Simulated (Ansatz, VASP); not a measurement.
# Cross-check of NiP2O6 (NiP2O6 (C2/c)) between VASP and Ansatz, part 2 of 2

Aim: how closely do two programs agree when they are given the same cell, functional and k mesh? Of the first pair: The structure shown is the start of the Ansatz relaxation below; VASP solves that cell, so the two are compared at the walk's first step.

VASP 6.6.1 and Ansatz 0.2.0.

So far: Starting point; Ansatz: relaxation, PBEsol.

In doubt: warnings of the run leave room for a lower electronic state (step 2), so energies may not be the lowest and differences between runs may mislead.

### 3. VASP: single point, PBEsol, start cell, pair 1

Level of this step: PBEsol, spin-polarised from a ferromagnetic start; plane waves and PAW (Ni, P, O) (VASP).

The same cell, functional, mesh and smearing now go to VASP, with its own data sets.

Lines of VASP's logs that name or quote its potential files are left out, and so is its time.

File INCAR:

```
SYSTEM = NiP2O6
PREC = Accurate
ENCUT = 520
EDIFF = 1E-06
NELM = 200
ISMEAR = -1
SIGMA = 0.01
LREAL = Auto
ALGO = Normal
GGA = PS
NBANDS = 140
ISPIN = 2
MAGMOM = 1.62 1.62 1.6 1.6 0.01 0.01 0.01 0.01 0.01 0.01 0.01 0.01 0.03 0.03 0.03 0.03 0.08 0.08 0.08 0.08 0.08 0.08 0.08 0.08 0.01 0.01 0.01 0.01 0.01 0.01 0.01 0.01 0.04 0.04 0.04 0.04
LASPH = .TRUE.
LMAXMIX = 4
LORBIT = 11
LWAVE = .FALSE.
LCHARG = .FALSE.
ISIF = 2
GGA_COMPAT = .FALSE.
KPAR = 4
```

File POSCAR:

```
NiP2O6
1.0
    5.8029340000     -4.0988460000      0.0000000000
    5.8029340000      4.0988460000      0.0000000000
   -4.6975580000      0.0000000000      8.6478260000
Ni P O
4 8 24
Direct
    0.5576354512      0.4423645094      0.7500000578
    0.4423644700      0.5576354906      0.2500000578
    0.9999999606      0.5000000000      0.0000000578
    0.4999999606      0.0000000000      0.5000000578
    0.7504597025      0.2296856021      0.0234795427
    0.7703143585      0.2495402580      0.4765205729
    0.2495402186      0.7703143979      0.9765205729
    0.2296855627      0.7504597420      0.5234795427
    0.7938300542      0.8102961916      0.8022801916
    0.1897037690      0.2061699064      0.6977199240
    0.2061698670      0.1897038084      0.1977199240
    0.8102961522      0.7938300936      0.3022801916
    0.4166656242      0.6497654190      0.9055385712
    0.3502345416      0.5833343364      0.5944615444
    0.5833342970      0.3502345810      0.0944615444
    0.6497653796      0.4166656636      0.4055385712
    0.7914114900      0.3058348574      0.9161296434
    0.6941651032      0.2085884706      0.5838704722
    0.2085884312      0.6941651426      0.0838704722
    0.3058348180      0.7914115294      0.4161296434
    0.7835757406      0.6153118345      0.8229078325
    0.3846881261      0.2164242200      0.6770922831
    0.2164241806      0.3846881655      0.1770922831
    0.6153117951      0.7835757800      0.3229078325
    0.8128587110      0.0334222944      0.3462593373
    0.9665776662      0.1871412496      0.1537407783
    0.1871412102      0.9665777056      0.6537407783
    0.0334222550      0.8128587504      0.8462593373
    0.9990743248      0.7111008712      0.4341147127
    0.2888990893      0.0009256358      0.0658854029
    0.0009255963      0.2888991288      0.5658854029
    0.7111008318      0.9990743642      0.9341147127
    0.8416392126      0.6875156280      0.1496119082
    0.3124843326      0.1583607480      0.3503882074
    0.1583607085      0.3124843720      0.8503882074
    0.6875155886      0.8416392520      0.6496119082
```

File KPOINTS:

```
Automatic mesh
0
Gamma
4 4 3
0 0 0
```

The projector-augmented-wave data sets are Ni, P and O (PBE family, release 64).

Started as:

```
$ mpirun -np 4 vasp_std
```

Numbers of over 12 decimals in the logs are rounded to 6 here.

Output:

```text
[banner, memory and clock lines left out]
running    4 mpi-ranks, on    1 nodes
[...]
|                                                                             |
|               ----> ADVICE to this user running VASP <----                  |
|                                                                             |
|     You enforced a specific xc type in the INCAR file but a different       |
|     [... a line on the potential file left out ...]
|     I HOPE YOU KNOW WHAT YOU ARE DOING!                                     |
|                                                                             |

 LDA part: xc-table for (Slater+PW92), standard interpolation
 POSCAR, INCAR and KPOINTS ok, starting setup
[...]
entering main loop
       N       E                     dE             d eps       ncg     rms          rms(c)
DAV:   1     0.269924185006E+04    0.26992E+04   -0.10580E+05  9520   0.165E+03
DAV:   2     0.112537612442E+03   -0.25867E+04   -0.23946E+04 10392   0.459E+02
DAV:   3    -0.277542183771E+03   -0.39008E+03   -0.37917E+03 10400   0.197E+02
DAV:   4    -0.296799370062E+03   -0.19257E+02   -0.18934E+02 11440   0.478E+01
[...]
DAV:  17    -0.262500694107E+03   -0.45539E-05   -0.35129E-06  9488   0.119E-02    0.734E-03
DAV:  18    -0.262500696656E+03   -0.25490E-05   -0.38722E-06  9304   0.764E-03    0.343E-03
DAV:  19    -0.262500696846E+03   -0.19006E-06   -0.43114E-07  6976   0.458E-03
   1 F= -.26250070E+03 E0= -.26250070E+03  d E =-.613698E-14  mag=     8.0000
```

Parts of OUTCAR (step 3):

```text
  Total        7.6682924      6.6299196      7.3462238      0.0000000      0.0000000     -2.2006600
  in kB       29.8650384     25.8209772     28.6107055      0.0000000      0.0000000     -8.5707210
  external PRESSURE =      28.0989070 kB  Pullay stress =       0.0000000 kB

 POSITION                                       TOTAL-FORCE (eV/Angst)
 -----------------------------------------------------------------------------------
      2.27976     -0.47248      6.48587        -0.000000      0.051776      0.000000
      4.62854      0.47248      2.16196        -0.000000     -0.051776      0.000000
      8.70440     -2.04942      0.00000        -0.000000      0.000000      0.000000
      0.55269     -2.04942      4.32391        -0.000000      0.000000      0.000000
      5.57742     -2.13457      0.20305        -0.019832     -0.172702      0.085590
      3.67967     -2.13457      4.12087         0.019832     -0.172702     -0.085590
      1.33089      2.13457      8.44478         0.019832      0.172702     -0.085590
      3.22864      2.13457      4.52696        -0.019832      0.172702      0.085590
      5.53988      0.06749      6.93798         0.201955      0.090140      0.219148
     -0.98035      0.06749      6.03376        -0.201955      0.090140     -0.219148
      1.36843     -0.06749      1.70985        -0.201955     -0.090140     -0.219148
      7.88866     -0.06749      2.61407         0.201955     -0.090140      0.219148
      1.93461      0.95544      7.83094         0.391989     -0.726680     -0.412764
      2.62492      0.95544      5.14080        -0.391989     -0.726680      0.412764
[...]
-----------------------------------------------------------------------------------
    total drift:                                0.009217     -0.002654     -0.007551

  FREE ENERGIE OF THE ION-ELECTRON SYSTEM (eV)
  ---------------------------------------------------
  free  energy   TOTEN  =      -262.5006968463 eV

  energy  without entropy=     -262.5006968463  energy(sigma->0) =     -262.50069685

 magnetization (x)
# of ion       s       p       d       tot
------------------------------------------
    1        0.002   0.002   1.656   1.660
    2        0.002   0.002   1.656   1.660
    3        0.002   0.002   1.632   1.636
    4        0.002   0.002   1.632   1.636
    5        0.004   0.009   0.000   0.013
    6        0.004   0.009   0.000   0.013
    7        0.004   0.009   0.000   0.013
    8        0.004   0.009   0.000   0.013
    9        0.005   0.008   0.000   0.013
   10        0.005   0.008   0.000   0.013
   11        0.005   0.008   0.000   0.013
   12        0.005   0.008   0.000   0.013
   13        0.010   0.028   0.000   0.038
[...]
--------------------------------------------------
tot          0.228   0.998   6.576   7.801

[... 3 further parts left out ...]
[key lines of the parts left out:]
E-fermi :   3.6576
```

The magnetic state follows from one typed start and may not be the lowest.

### 4. Differences

Known differences besides the potentials themselves: VASP starts from the moments at which Ansatz ended; the data sets hold 256 valence electrons in Ansatz (on its default PAW (the set named soft_2) files) and 224 in VASP; the cutoff is 420 eV in Ansatz and 520 eV in VASP (PREC = Accurate, projectors in real space); Ansatz makes its cores anew for this functional, VASP keeps those of its PBE data sets. Total energies have different zeros and are not compared.

Forces on 10 of the 36 atoms, those with the largest forces and the largest differences (eV/Å; atoms numbered as in POSCAR):

```tsv
atom	Ansatz x, y, z	VASP x, y, z
P6	-0.061, -0.215, -0.032	0.020, -0.173, -0.086
P7	-0.061, 0.215, -0.032	0.020, 0.173, -0.086
P8	0.061, 0.215, 0.032	-0.020, 0.173, 0.086
O13	0.416, -0.751, -0.411	0.392, -0.727, -0.413
O14	-0.416, -0.751, 0.411	-0.392, -0.727, 0.413
O15	-0.416, 0.751, 0.411	-0.392, 0.727, 0.413
O16	0.416, 0.751, -0.411	0.392, 0.727, -0.413
O21	-0.795, -0.457, 0.134	-0.788, -0.459, 0.136
O22	0.795, -0.457, -0.134	0.788, -0.459, -0.136
O23	0.795, 0.457, -0.134	0.788, 0.459, -0.136
```

The forces differ by 31 meV/Å r.m.s., which is 8.5 % of the r.m.s. force of 0.368 eV/Å (both taken over all components). Moments aren't recorded for both runs of this pair, so they may hold unlike magnetic states.

### 5. Ansatz: relaxation, PBEsol

This run makes the geometry at which the two programs are then compared.

The structure compared here is the end of the Ansatz relaxation.

This is the run of step 2 again, met here at its other cell.

### 6. VASP: single point, PBEsol, relaxed cell, pair 2

The same cell, functional, mesh and smearing now go to VASP, with its own data sets.

INCAR: that of step 3 with these lines changed.

```diff
@@ -2,3 +2,3 @@
 PREC = Accurate
-ENCUT = 520
+ENCUT = 600
 EDIFF = 1E-06
```

File POSCAR:

```
NiP2O6
1.0
    5.7927336606     -4.0985511475      0.0055165191
    5.7927336606      4.0985511475      0.0055165191
   -4.6810799060      0.0000000000      8.6552387844
Ni P O
4 8 24
Direct
    0.5585972481      0.4414027519      0.7500000000
    0.4414027519      0.5585972481      0.2500000000
    1.0000000000      0.5000000000      0.0000000000
    0.5000000000      0.0000000000      0.5000000000
    0.7495344070      0.2312897388      0.0231776799
    0.7687102612      0.2504655930      0.4768223201
    0.2504655930      0.7687102612      0.9768223201
    0.2312897388      0.7495344070      0.5231776799
    0.7919856480      0.8105242257      0.8021285449
    0.1894757743      0.2080143520      0.6978714551
    0.2080143520      0.1894757743      0.1978714551
    0.8105242257      0.7919856480      0.3021285449
    0.4185722651      0.6466172053      0.9047834460
    0.3533827947      0.5814277349      0.5952165540
    0.5814277349      0.3533827947      0.0952165540
    0.6466172053      0.4185722651      0.4047834460
    0.7927366938      0.3062656677      0.9142841032
    0.6937343323      0.2072633062      0.5857158968
    0.2072633062      0.6937343323      0.0857158968
    0.3062656677      0.7927366938      0.4142841032
    0.7837840183      0.6129199270      0.8238669049
    0.3870800730      0.2162159817      0.6761330951
    0.2162159817      0.3870800730      0.1761330951
    0.6129199270      0.7837840183      0.3238669049
    0.8156705467      0.0329546646      0.3467163154
    0.9670453354      0.1843294533      0.1532836846
    0.1843294533      0.9670453354      0.6532836846
    0.0329546646      0.8156705467      0.8467163154
    0.0002394606      0.7050944070      0.4333425196
    0.2949055930      0.9997605394      0.0666574804
    0.9997605394      0.2949055930      0.5666574804
    0.7050944070      0.0002394606      0.9333425196
    0.8387336780      0.6860990596      0.1470746662
    0.3139009404      0.1612663220      0.3529253338
    0.1612663220      0.3139009404      0.8529253338
    0.6860990596      0.8387336780      0.6470746662
```

KPOINTS is that of step 3.

Started as:

```
$ mpirun -np 4 vasp_std
```

Output:

```text
[banner, memory and clock lines left out]
running    4 mpi-ranks, on    1 nodes
[...]
[... a notice as in an earlier step ...]

 LDA part: xc-table for (Slater+PW92), standard interpolation
 POSCAR, INCAR and KPOINTS ok, starting setup
[...]
entering main loop
       N       E                     dE             d eps       ncg     rms          rms(c)
DAV:   2     0.155932603132E+03   -0.27641E+04   -0.25666E+04 10416   0.493E+02
DAV:   3    -0.273754134325E+03   -0.42969E+03   -0.41707E+03 10424   0.211E+02
DAV:   4    -0.296172436687E+03   -0.22418E+02   -0.22025E+02 11432   0.523E+01
DAV:   5    -0.297264019581E+03   -0.10916E+01   -0.10851E+01 14144   0.105E+01    0.673E+01
[...]
DAV:  17    -0.262740552017E+03   -0.44358E-05   -0.29355E-06  8904   0.119E-02    0.648E-03
DAV:  18    -0.262740554055E+03   -0.20378E-05   -0.33559E-06  9176   0.632E-03    0.270E-03
DAV:  19    -0.262740554292E+03   -0.23740E-06   -0.35670E-07  6816   0.340E-03
   1 F= -.26274055E+03 E0= -.26274055E+03  d E =-.139889E-12  mag=     8.0000
```

OUTCAR, selected parts (step 6):

```text
  Total       -1.2582421     -1.3006757     -1.3181287      0.0000000      0.0000000     -0.0206699
  in kB       -4.9026196     -5.0679582     -5.1359621      0.0000000      0.0000000     -0.0805382
  external PRESSURE =      -5.0355133 kB  Pullay stress =       0.0000000 kB

 POSITION                                       TOTAL-FORCE (eV/Angst)
 -----------------------------------------------------------------------------------
      2.28192     -0.48033      6.49695        -0.000000      0.001299     -0.000000
      4.62246      0.48033      2.16933        -0.000000     -0.001299     -0.000000
      2.89637      2.04928      0.00276        -0.000000      0.000000     -0.000000
      0.55583     -2.04928      4.33038        -0.000000      0.000000     -0.000000
      5.57316     -2.12405      0.20602        -0.072233      0.024721      0.047703
      3.67177     -2.12405      4.13263         0.072233      0.024721     -0.047703
      1.33123      2.12405      8.46025         0.072233     -0.024721     -0.047703
      3.23262      2.12405      4.53364        -0.072233     -0.024721      0.047703
      5.52809      0.07598      6.95145         0.004815      0.003906     -0.030458
     -0.96424      0.07598      6.04244        -0.004815      0.003906      0.030458
      1.37630     -0.07598      1.71482        -0.004815     -0.003906      0.030458
      7.86863     -0.07598      2.62383         0.004815     -0.003906     -0.030458
      1.93500      0.93465      7.83699        -0.009865      0.001873     -0.020216
      2.62885      0.93465      5.15690         0.009865      0.001873      0.020216
[...]
-----------------------------------------------------------------------------------
    total drift:                                0.000000      0.000000     -0.000000

  FREE ENERGIE OF THE ION-ELECTRON SYSTEM (eV)
  ---------------------------------------------------
  free  energy   TOTEN  =      -262.7405542923 eV

  energy  without entropy=     -262.7405542923  energy(sigma->0) =     -262.74055429

 magnetization (x)
# of ion       s       p       d       tot
------------------------------------------
    1        0.002   0.002   1.649   1.653
    2        0.002   0.002   1.649   1.653
    3        0.002   0.002   1.625   1.629
    4        0.002   0.002   1.625   1.629
    5        0.005   0.009   0.000   0.014
    6        0.005   0.009   0.000   0.014
    7        0.005   0.009   0.000   0.014
    8        0.005   0.009   0.000   0.014
    9        0.005   0.008   0.000   0.014
   10        0.005   0.008   0.000   0.014
   11        0.005   0.008   0.000   0.014
   12        0.005   0.008   0.000   0.014
   13        0.010   0.027   0.000   0.038
[...]
--------------------------------------------------
tot          0.234   1.004   6.549   7.787

[... 1 part as in an earlier step ...]

[... 2 further parts left out ...]
[key lines of the parts left out:]
E-fermi :   3.7072
```

The run ends at a pressure of -0.50 GPa, with forces up to 0.090 eV/Å.

### 7. Differences

What differs besides the data sets and the points named for the pairs above, as far as they apply: the data sets hold 256 valence electrons in Ansatz (on its default PAW (the set named soft_2) files) and 224 in VASP; the cutoff is 420 eV in Ansatz and 600 eV in VASP (PREC = Accurate, projectors in real space); site moments are counted in spheres of each program's own size. Total energies have different zeros and are not compared.

Compared:

```tsv
quantity	Ansatz	VASP	difference
pressure (GPa)	0.02	-0.50	+0.52
total moment (μB)	8.00	8.00	0.00
moment on Ni1 (μB)	1.62	1.65	-0.03
moment on Ni2 (μB)	1.62	1.65	-0.03
moment on Ni3 (μB)	1.60	1.63	-0.02
moment on Ni4 (μB)	1.60	1.63	-0.02
moment on O21 (μB)	0.08	0.09	-0.01
moment on O22 (μB)	0.08	0.09	-0.01
moment on O23 (μB)	0.08	0.09	-0.01
moment on O24 (μB)	0.08	0.09	-0.01
```

Forces on 7 of the 36 atoms, those with the largest forces and the largest differences (eV/Å; atoms numbered as in POSCAR):

```tsv
atom	Ansatz x, y, z	VASP x, y, z
P5	0.005, 0.003, -0.005	-0.072, 0.025, 0.048
P6	-0.005, 0.003, 0.005	0.072, 0.025, -0.048
P7	-0.005, -0.003, 0.005	0.072, -0.025, -0.048
P8	0.005, -0.003, -0.005	-0.072, -0.025, 0.048
O30	0.002, 0.002, 0.003	-0.065, 0.027, 0.015
O31	0.002, -0.002, 0.003	-0.065, -0.027, 0.015
O32	-0.002, -0.002, -0.003	0.065, -0.027, -0.015
```

The forces differ by 28 meV/Å r.m.s., where the r.m.s. force is 0.003 eV/Å in Ansatz and 0.027 eV/Å in VASP: the atoms lie near their places of rest in Ansatz, so a percentage would say little (all taken over all components).

### 8. What came out

```json
{"r.m.s. force difference (single point, PBEsol, start cell, pair 1)": "8.5 % of the r.m.s. force", "r.m.s. force difference (single point, PBEsol, relaxed cell, pair 2)": "28 meV/Å", "difference in pressure (single point, PBEsol, relaxed cell, pair 2)": "0.52 GPa"}
```

In words: The r.m.s. force difference is 8.5 % of the r.m.s. force (single point, PBEsol, start cell, pair 1), beyond the 3 % picked in this series as the mark of a large difference. The data sets hold unlike numbers of valence electrons (256 in Ansatz and 224 in VASP), so part of the differences may come from the potentials. What causes the difference of the single point, PBEsol, start cell, pair 1 pair stays open here. What causes the difference of the single point, PBEsol, relaxed cell, pair 2 pair stays open here. Such differences can come from data sets, numerical settings and the points named under the comparisons, not from the functional's error against experiment.

[Lines on the potential files, build, host, timing and source positions are cut from VASP's logs without a mark.]

[Logs are printed without paths, hosts, clocks, repeated set-up lines and the standing remarks that a program may print on its own settings, such as how far it seeks lower states.]

[Hosts, paths, dates, database ids (printed as entryN), source tags and the programs' standing remarks are cut or masked in the printed files.]
